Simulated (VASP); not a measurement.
# Pt12CO in VASP: notebook

The runs below take Pt12CO through single point, with PBE+D3(BJ).

Program: VASP 6.6.1. These are calculated values, not measurements. Logs are shortened: lines on timing, memory, paths and dates and some standing lists are left out, and cuts for length are marked.

## (1) The slab as given

The cell holds a slab with vacuum, 14 atoms: a = 5.556 Å, b = 5.556 Å, c = 22.635 Å, α = 90.00°, β = 90.00°, γ = 90.00°.

## (2) Single point, PBE+D3(BJ)

Contents of INCAR:

```
PREC = Accurate
ENCUT = 520
EDIFF = 1E-7
ISMEAR = 0
SIGMA = 0.1
LREAL = F
LASPH = T
NELM = 100
ALGO = Fast
ISIF = 2
LWAVE = F
LCHARG = T
LDIPOL = T
IDIPOL = 3
DIPOL = 0.5 0.5 0.297
GGA = PE
IVDW = 12
LELF = T
LVHAR = T
LVACPOTAV = T
NBANDS = 78
```

Contents of KPOINTS:

```
regular mesh
0
Gamma
  5 5 1
```

Contents of POSCAR:

```
Pt12CO
1.0
    5.5557316975      0.0000000000      0.0000000000
    0.0000000000      5.5557316975      0.0000000000
    0.0000000000      0.0000000000     22.6352243362
Pt O C
12 1 1
Direct
    0.2500000000      0.2500000000      0.1767157215
    0.2500000000      0.7500000000      0.1767157215
    0.7500000000      0.2500000000      0.1767157215
    0.7500000000      0.7500000000      0.1767157215
    0.0000000000      0.0000000000      0.2625492162
    0.0000000000      0.5000000000      0.2625492162
    0.5000000000      0.0000000000      0.2625492162
    0.5000000000      0.5000000000      0.2625492162
    0.2500000000      0.2500000000      0.3483607769
    0.2500000000      0.7500000000      0.3483607769
    0.7500000000      0.2500000000      0.3483607769
    0.7500000000      0.7500000000      0.3483607769
    0.5000000000      0.5000000000      0.4808975681
    0.5000000000      0.5000000000      0.5317033380
```

Potentials or basis: VASP PAW PBE potentials, release 64 (Pt, O, C).

The run is started by

```bash
> cat potpaw_PBE.64/Pt/POTCAR potpaw_PBE.64/O/POTCAR potpaw_PBE.64/C/POTCAR > POTCAR
> mpirun -np 1 vasp_std > vasp.out
```

OUTCAR:

```text
PREC = Accurate
   ENCUT = 520
   EDIFF = 1E-7
   ISMEAR = 0
   LREAL = F
   LASPH = T
   NELM = 100
   ISIF = 2
   GGA = PE
   IVDW = 12
 IVDW          = 12

 ion  position               nearest neighbor table
   1  0.250  0.250  0.177-   5 2.76   6 2.76   7 2.76   8 2.76   2 2.78   3 2.78   2 2.78   3 2.78

   2  0.250  0.750  0.177-   5 2.76   6 2.76   7 2.76   8 2.76   1 2.78   4 2.78   1 2.78   4 2.78

   3  0.750  0.250  0.177-   5 2.76   6 2.76   7 2.76   8 2.76   1 2.78   4 2.78   4 2.78   1 2.78
[... 15 lines left out ...]
  11  0.750  0.250  0.348-   5 2.76   6 2.76   7 2.76   8 2.76   9 2.78  12 2.78  12 2.78   9 2.78

  12  0.750  0.750  0.348-   5 2.76   6 2.76   7 2.76   8 2.76  10 2.78  11 2.78  11 2.78  10 2.78

  13  0.500  0.500  0.481-  14 1.15
  14  0.500  0.500  0.532-  13 1.15

  LATTYP: Found a simple tetragonal cell.
 ALAT       =     5.5557316975
 C/A-ratio  =     4.0742112054

  Lattice vectors:

 A1 = (   5.5557316975,   0.0000000000,   0.0000000000)
 A2 = (   0.0000000000,   5.5557316975,   0.0000000000)
 A3 = (   0.0000000000,   0.0000000000,  22.6352243362)

Analysis of symmetry for initial positions (statically):
=====================================================================
 Subroutine PRICEL returns:
 Original cell was already a primitive cell.

 Routine SETGRP: Setting up the symmetry group for a
 simple tetragonal supercell.

 Subroutine GETGRP returns: Found  8 space group operations
 (whereof  8 operations were pure point group operations)
 out of a pool of 16 trial point group operations.

The static configuration has the point symmetry C_4v.

Analysis of symmetry for dynamics (positions and initial velocities):
=====================================================================
 Subroutine PRICEL returns:
 Original cell was already a primitive cell.

 Routine SETGRP: Setting up the symmetry group for a
 simple tetragonal supercell.

 Subroutine GETGRP returns: Found  8 space group operations
 (whereof  8 operations were pure point group operations)
 out of a pool of 16 trial point group operations.

The dynamic configuration has the point symmetry C_4v.

 Subroutine INISYM returns: Found  8 space group operations
 (whereof  8 operations are pure point group operations),
 and found     1 'primitive' translations

[... 120 lines left out ...]
  volume/ion in A,a.u.               =      49.90       336.77
  Fermi-wavevector in a.u.,A,eV,Ry     =   0.934617  1.766169 11.884801  0.873508
  Thomas-Fermi vector in A             =   2.061440
   LORBIT       =      0    0 simple, 1 ext, 2 COOP (PROOUT), +10 PAW based schemes
   GGA     = PE    functional components
   LHFCALC =     F    Hartree Fock is set to
   AEXX    =    0.0000 exact exchange contribution
   IVDW    =    12    specifies the selected vdW correction
   LEPSILON=     F    determine dielectric tensor
   LRPA    =     F    only Hartree local field effects (RPA)
 non-spin polarized calculation
 RMM-DIIS sequential band-by-band and
 Gauss-broadening in eV      SIGMA  =   0.10
  energy-cutoff  :      520.00
  volume of cell :      698.66
 maximum number of plane-waves:     18873
 NGX is ok and might be reduce to    42
   NGX = 21   NGY = 21   NGZ = 85

 dipolmoment           0.000000      0.000000     -0.000226 electrons x Angstroem

 number of electron     130.0000018 magnetization

 dipolmoment           0.000000      0.000000      0.002140 electrons x Angstroem

 Free energy of the ion-electron system (eV)
  ---------------------------------------------------
  ext. energy  EPLUGINS =         0.00000000
  ---------------------------------------------------
  free energy    TOTEN  =       -80.95365947 eV

  energy without entropy =      -80.84085701  energy(sigma->0) =      -80.89725824

 E-fermi :  -1.0700     XC(G=0):  -4.8357

 val. band max:       -1.0854906891   @ k =   0.2000   0.0000   0.0000
 cond. band min:      -1.0619760291   @ k =   0.2000   0.0000   0.0000
 fundamental gap:      0.0235146600
 Fermi energy:        -1.0699653635

 k-point     1 :       0.0000    0.0000    0.0000
  band No.  band energies     occupation
      1     -24.7870      2.00000
      2     -10.0826      2.00000
      3      -9.7352      2.00000
      4      -7.6501      2.00000
      5      -7.6492      2.00000
      6      -7.5740      2.00000
[... 469 lines left out ...]
     76       2.1201      0.00000
     77       2.4676      0.00000
 [bands above 77 left out]

------------------------ aborting loop because EDIFF is reached ----------------------------------------

 Edisp (eV)   -5.90803

 E8    (eV) :    -2.8189

  FORCE on cell =-STRESS in cart. coord.  units (eV):
  Direction    XX          YY          ZZ          XY          YZ          ZX
  --------------------------------------------------------------------------------------
  -------------------------------------------------------------------------------------
  Total     -15.55401   -15.55401    -1.20783     0.00000     0.00000     0.00000
  in kB     -35.66857   -35.66857    -2.76981     0.00000     0.00000     0.00000
  external pressure =      -24.70 kB  Pullay stress =        0.00 kB

 VOLUME and BASIS-vectors are now :
 -----------------------------------------------------------------------------
  energy-cutoff  :      520.00
  volume of cell :      698.66
      direct lattice vectors                 reciprocal lattice vectors
     5.555731697  0.000000000  0.000000000     0.179994293  0.000000000  0.000000000
     0.000000000  5.555731697  0.000000000     0.000000000  0.179994293  0.000000000
     0.000000000  0.000000000 22.635224336     0.000000000  0.000000000  0.044178930

 POSITION                                       TOTAL-FORCE (eV/Angst)
 -----------------------------------------------------------------------------------
      1.38893      1.38893      4.00000         0.003059      0.003059      0.025384
      1.38893      4.16680      4.00000         0.003059     -0.003059      0.025384
      4.16680      1.38893      4.00000        -0.003059      0.003059      0.025384
      4.16680      4.16680      4.00000        -0.003059     -0.003059      0.025384
      0.00000      0.00000      5.94286        -0.000000      0.000000     -0.027356
      0.00000      2.77787      5.94286        -0.000000      0.000000      0.005330
      2.77787      0.00000      5.94286        -0.000000      0.000000      0.005330
      2.77787      2.77787      5.94286        -0.000000      0.000000      0.004021
      1.38893      1.38893      7.88522        -0.015229     -0.015229     -0.038394
      1.38893      4.16680      7.88522        -0.015229      0.015229     -0.038394
      4.16680      1.38893      7.88522         0.015229     -0.015229     -0.038394
      4.16680      4.16680      7.88522         0.015229      0.015229     -0.038394
      2.77787      2.77787     10.88522        -0.000000      0.000000      0.752908
      2.77787      2.77787     12.03522        -0.000000      0.000000     -0.688192
 -----------------------------------------------------------------------------------
    total drift:                                0.000000      0.000000      0.000857

  FREE ENERGIE OF THE ION-ELECTRON SYSTEM (eV)
  ---------------------------------------------------
  free  energy   TOTEN  =       -86.8616931247 eV

  energy  without entropy=      -86.7488906657  energy(sigma->0) =      -86.80529190

 vacuum level on the upper side and lower side of the slab         4.648         4.635
```

OSZICAR:

```text
N       E                     dE             d eps       ncg     rms          rms(c)
DAV:   1     0.910343079258E+03    0.91034E+03   -0.54306E+04   944   0.138E+03
DAV:   2     0.217901210053E+00   -0.91013E+03   -0.84763E+03  1160   0.272E+02
DAV:   3    -0.828864301942E+02   -0.83104E+02   -0.77436E+02  1160   0.790E+01
DAV:   4    -0.860752199068E+02   -0.31888E+01   -0.30439E+01  1218   0.148E+01
[... 19 lines left out ...]
RMM:  24    -0.809536534526E+02   -0.69540E-05   -0.81660E-07   784   0.187E-03    0.249E-03
RMM:  25    -0.809536589033E+02   -0.54507E-05   -0.62284E-07   744   0.134E-03    0.104E-03
RMM:  26    -0.809536596830E+02   -0.77973E-06   -0.25361E-07   662   0.919E-04    0.643E-04
RMM:  27    -0.809536595233E+02    0.15964E-06   -0.45442E-08   495   0.491E-04    0.276E-04
RMM:  28    -0.809536594687E+02    0.54672E-07   -0.18688E-08   378   0.352E-04
   1 F= -.86861693E+02 E0= -.86805292E+02  d E =-.112802E+00
```

stdout:

```text
POSCAR found type information on POSCAR PtO C
 POSCAR found :  3 types and      14 ions
 scaLAPACK will be used
 LDA part: xc-table for (Slater+PW92), standard interpolation
 POSCAR, INCAR and KPOINTS ok, starting setup
 FFT: planning ... GRIDC
 FFT: planning ... GRID_SOFT
 FFT: planning ... GRID
 WAVECAR not read
 entering main loop
 -----------------------------------------------------------------------------
|                                                                             |
|           W    W    AA    RRRRR   N    N  II  N    N   GGGG   !!!           |
|           W    W   A  A   R    R  NN   N  II  NN   N  G    G  !!!           |
|           W    W  A    A  R    R  N N  N  II  N N  N  G       !!!           |
|           W WW W  AAAAAA  RRRRR   N  N N  II  N  N N  G  GGG   !            |
|           WW  WW  A    A  R   R   N   NN  II  N   NN  G    G                |
|           W    W  A    A  R    R  N    N  II  N    N   GGGG   !!!           |
|                                                                             |
|     Did not find any points to average over, which means that no vacuum     |
|     field-free region was found. Please increase the size of  your cell     |
|     in the dimension of the dipole correction to obtain accurate            |
|     workfunction values.                                                    |
|                                                                             |
 -----------------------------------------------------------------------------
```

Wall time 11 min (1 thread of Intel Xeon Platinum 8488C (Sapphire Rapids), shared host); peak memory 0.75 GiB.

What came out:

* Free energy: -86.8617 eV
* Largest force: 0.753 eV/Å
* Band gap on the k mesh: none (metal or under the smearing width)
* Dispersion energy per atom: -0.422 eV
* Work function of the upper face: 5.72 eV
* Work function of the lower face: 5.71 eV

Forces on the atoms (eV/Å):
```
Pt   0.003  0.003  0.025
Pt   0.003 -0.003  0.025
Pt  -0.003  0.003  0.025
Pt  -0.003 -0.003  0.025
Pt   0.000  0.000 -0.027
Pt   0.000  0.000  0.005
Pt   0.000  0.000  0.005
Pt   0.000  0.000  0.004
Pt  -0.015 -0.015 -0.038
Pt  -0.015  0.015 -0.038
Pt   0.015 -0.015 -0.038
Pt   0.015  0.015 -0.038
O    0.000  0.000  0.753
C    0.000  0.000 -0.688
```

Caveat: the standard files for N, O and F lose accuracy on very short bonds. The run has no spin-orbit coupling, so splittings on Pt are missing.

[end of part 1 of 2]
